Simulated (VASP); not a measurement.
# CaIrN2 (R-3m) in VASP: single point with PBE

Aim: the single point of CaIrN2 with PBE.

Program: VASP 6.6.1. These are calculated values, not measurements. Logs are shortened: lines on timing, memory, paths and dates and some standing lists are left out, and cuts for length are marked.

### Step 1. The crystal as given

It takes space group R-3m (No. 166, trigonal). The conventional cell has a = 3.298 Å, b = 3.298 Å, c = 15.028 Å, α = 90.00°, β = 90.00°, γ = 120.00°. Ir (site symmetry -3m) has 6 N at 2.13 Å as nearest neighbours. Ca (site symmetry -3m) is surrounded by 6 N at 2.45 Å. Around N (site symmetry 3m) lie 3 Ir at 2.13 Å and 3 Ca at 2.45 Å.

The cell comes from a database or a generator and needn't be the stable form of this composition.

### Step 2. Single point, PBE

INCAR

```
SYSTEM = CaIrN2
PREC     = Accurate       ! precision mode
ENCUT    = 450            ! plane-wave cutoff, eV
EDIFF    = 1E-6           ! SCF threshold, eV
ISMEAR   = 0              ! smearing method
SIGMA    = 0.02           ! smearing width, eV
LREAL    = .False.        ! projectors in reciprocal space
LASPH    = .True.         ! aspherical terms in the spheres
NELM     = 60             ! most SCF steps
ALGO     = Normal         ! electronic algorithm
ISIF     = 2              ! what is computed and relaxed
LWAVE    = .False.        ! write WAVECAR
LCHARG   = .True.         ! write CHGCAR
GGA      = PE             ! functional
LELF     = .True.         ! ELF
LVHAR    = .True.
```

KPOINTS

```
regular mesh
0
Gamma
  4 4 4
  0 0 0
```

POSCAR

```
CaIrN2
1.0
    1.6488500006      0.9519639917      5.0094002244
   -1.6488500006      0.9519639917      5.0094002244
    0.0000000000     -1.9039279834      5.0094002244
Ir Ca N
1 1 2
Direct
    0.5000000000      0.5000000000      0.5000000000
    0.0000000000      0.0000000000      0.0000000000
    0.2308810000      0.2308810000      0.2308810000
    0.7691190000      0.7691190000      0.7691190000
```

Potentials or basis: VASP PAW PBE potentials, release 64 (Ir_sv_GW, Ca_sv_GW, N_GW).

Run with:

```bash
> cat potpaw_PBE.64/Ir_sv_GW/POTCAR potpaw_PBE.64/Ca_sv_GW/POTCAR potpaw_PBE.64/N_GW/POTCAR > POTCAR
> mpirun -np 1 vasp_std > vasp.out
```

OUTCAR:

```text
SYSTEM = CaIrN2
   PREC = Accurate
   ENCUT = 450
   EDIFF = 1E-6
   ISMEAR = 0
   LREAL = .False.
   LASPH = .True.
   NELM = 60
   ISIF = 2
   GGA = PE

 ion  position               nearest neighbor table
   1  0.500  0.500  0.500-   3 2.13   3 2.13   4 2.13   4 2.13   3 2.13   4 2.13   2 3.15   2 3.15
                             2 3.15   2 3.15   2 3.15   2 3.15
   2  0.000  0.000  0.000-   4 2.45   4 2.45   3 2.45   3 2.45   4 2.45   3 2.45   1 3.15   1 3.15
                             1 3.15   1 3.15   1 3.15   1 3.15
   3  0.231  0.231  0.231-   1 2.13   1 2.13   1 2.13   2 2.45   2 2.45   2 2.45
   4  0.769  0.769  0.769-   1 2.13   1 2.13   1 2.13   2 2.45   2 2.45   2 2.45

  LATTYP: Found a trigonal (rhomboedric) cell.
 ALAT       =     5.3590141233
 COS(alpha) =     0.8106686681

  Lattice vectors:

 A1 = (   1.6488500006,   0.9519639917,   5.0094002244)
 A2 = (  -1.6488500006,   0.9519639917,   5.0094002244)
 A3 = (   0.0000000000,  -1.9039279834,   5.0094002244)

Analysis of symmetry for initial positions (statically):
=====================================================================
 Subroutine PRICEL returns:
 Original cell was already a primitive cell.

 Routine SETGRP: Setting up the symmetry group for a
 trigonal (rhombohedral) supercell.

 Subroutine GETGRP returns: Found 12 space group operations
 (whereof 12 operations were pure point group operations)
 out of a pool of 12 trial point group operations.

The static configuration has the point symmetry D_3d.

Analysis of symmetry for dynamics (positions and initial velocities):
=====================================================================
 Subroutine PRICEL returns:
 Original cell was already a primitive cell.

 Routine SETGRP: Setting up the symmetry group for a
 trigonal (rhombohedral) supercell.

 Subroutine GETGRP returns: Found 12 space group operations
 (whereof 12 operations were pure point group operations)
 out of a pool of 12 trial point group operations.

The dynamic configuration has the point symmetry D_3d.

 Subroutine INISYM returns: Found 12 space group operations
 (whereof 12 operations are pure point group operations),
 and found     1 'primitive' translations

----------------------------------------------------------------------------------------

                                     Primitive cell

  volume of cell :      47.1779

  direct lattice vectors                    reciprocal lattice vectors
     1.648850001  0.951963992  5.009400224     0.303241653  0.175076650  0.066541566
    -1.648850001  0.951963992  5.009400224    -0.303241653  0.175076650  0.066541566
[... 82 lines left out ...]
   NFREE  =      0    steps in history (QN), initial steepest desc. (CG)
   ISIF   =      2    stress and relaxation
   ISYM   =      2    0-nonsym 1-usesym 2-fastsym
   POTIM  = 0.5000    time-step for ionic-motion
   TEBEG  =    0.0;   TEEND  =   0.0 temperature during run
   PSTRESS=    0.0 pullay stress
   NELECT =      37.0000    total number of electrons
   NUPDOWN=      -1.0000    fix difference up-down
   EMIN   =  10.00;   EMAX   =-10.00  energy-range for DOS
   EFERMI =   0.00;   METHOD = LEGACY
   ISMEAR =     0;   SIGMA  =   0.02  broadening in eV -4-tet -1-fermi 0-gaus
   EFERMI_NEDOS =   21; number of points for ismear=-14 and -15
   IALGO  =     38    algorithm
   IMIX   =      4    mixing-type and parameters
     AMIX     =   0.40;   BMIX     =  1.00
     AMIX_MAG =   1.60;   BMIX_MAG =  1.00
  volume/ion in A,a.u.               =      11.79        79.59
  Fermi-wavevector in a.u.,A,eV,Ry     =   1.509718  2.852953 31.011061  2.279249
  Thomas-Fermi vector in A             =   2.620003
   LORBIT       =      0    0 simple, 1 ext, 2 COOP (PROOUT), +10 PAW based schemes
   GGA     = PE    functional components
   LHFCALC =     F    Hartree Fock is set to
   AEXX    =    0.0000 exact exchange contribution
   IVDW    =     0    specifies the selected vdW correction
   LEPSILON=     F    determine dielectric tensor
   LRPA    =     F    only Hartree local field effects (RPA)
 non-spin polarized calculation
 Gauss-broadening in eV      SIGMA  =   0.02
  energy-cutoff  :      450.00
  volume of cell :       47.18
 maximum number of plane-waves:      1034
 NGX is ok and might be reduce to    40
   NGX = 19   NGY = 19   NGZ = 19

 number of electron      36.9999998 magnetization

 Free energy of the ion-electron system (eV)
  ---------------------------------------------------
  ext. energy  EPLUGINS =         0.00000000
  ---------------------------------------------------
  free energy    TOTEN  =       -33.95342716 eV

  energy without entropy =      -33.95197265  energy(sigma->0) =      -33.95269991

 E-fermi :   8.9397     XC(G=0): -12.2704

 val. band max:        8.9363263713   @ k =   0.5000   0.5000   0.2500
 cond. band min:       8.9650074902   @ k =   0.5000   0.2500  -0.0000
 fundamental gap:      0.0286811189
 Fermi energy:         8.9396722691

 k-point     1 :       0.0000    0.0000    0.0000
  band No.  band energies     occupation
      1     -83.8480      2.00000
      2     -40.7126      2.00000
      3     -40.7126      2.00000
      4     -40.6120      2.00000
      5     -30.6745      2.00000
      6     -11.9909      2.00000
[... 314 lines left out ...]
     21      13.2096      0.00000
     22      13.2112      0.00000

------------------------ aborting loop because EDIFF is reached ----------------------------------------

  FORCE on cell =-STRESS in cart. coord.  units (eV):
  Direction    XX          YY          ZZ          XY          YZ          ZX
  --------------------------------------------------------------------------------------
  -------------------------------------------------------------------------------------
  Total       -1.6083374     -1.6083374     -1.0105258     -0.0000000     -0.0000000      0.0000000
  in kB      -54.6196710    -54.6196710    -34.3177923     -0.0000000     -0.0000000      0.0000000
  external PRESSURE =     -47.8523781 kB  Pullay stress =       0.0000000 kB

 VOLUME and BASIS-vectors are now :
 -----------------------------------------------------------------------------
  energy-cutoff  :      450.00
  volume of cell :       47.18
      direct lattice vectors                 reciprocal lattice vectors
     1.648850001  0.951963992  5.009400224     0.303241653  0.175076650  0.066541566
    -1.648850001  0.951963992  5.009400224    -0.303241653  0.175076650  0.066541566
     0.000000000 -1.903927983  5.009400224     0.000000000 -0.350153300  0.066541566

 POSITION                                       TOTAL-FORCE (eV/Angst)
 -----------------------------------------------------------------------------------
      0.00000      0.00000      7.51410         0.000000      0.000000      0.000000
      0.00000      0.00000      0.00000         0.000000     -0.000000      0.000000
      0.00000      0.00000      3.46973         0.000000      0.000000      0.195519
      0.00000      0.00000     11.55847         0.000000     -0.000000     -0.195519
 -----------------------------------------------------------------------------------
    total drift:                                0.000000      0.000000      0.000000

  FREE ENERGIE OF THE ION-ELECTRON SYSTEM (eV)
  ---------------------------------------------------
  free  energy   TOTEN  =       -33.9534271605 eV

  energy  without entropy=      -33.9519726533  energy(sigma->0) =      -33.95269991
```

stdout:

```text
POSCAR found type information on POSCAR IrCaN
 POSCAR found :  3 types and       4 ions
 scaLAPACK will be used
 LDA part: xc-table for (Slater+PW92), standard interpolation
 POSCAR, INCAR and KPOINTS ok, starting setup
 FFT: planning ... GRIDC
 FFT: planning ... GRID_SOFT
 FFT: planning ... GRID
 WAVECAR not read
 entering main loop
```

Wall time 22 s (1 thread of Intel Xeon 6975P-C (Granite Rapids), shared host); peak memory 0.25 GiB.

What came out:

| Quantity | Value |
| --- | --- |
| Free energy | -33.9534 eV |
| Largest force | 0.196 eV/Å |
| Band gap on the k mesh | none (metal or under the smearing width) |

Forces on the atoms (eV/Å):
```
Ir   0.000  0.000  0.000
Ca   0.000  0.000  0.000
N    0.000  0.000  0.196
N    0.000  0.000 -0.196
```

Caveat: the k mesh is coarse (spacing up to 0.56 Å⁻¹), so the values aren't converged; the cutoff is under 1.25 times the usual one of these potentials, so pressure, stress and relaxed cells hold a basis-set (Pulay) error.
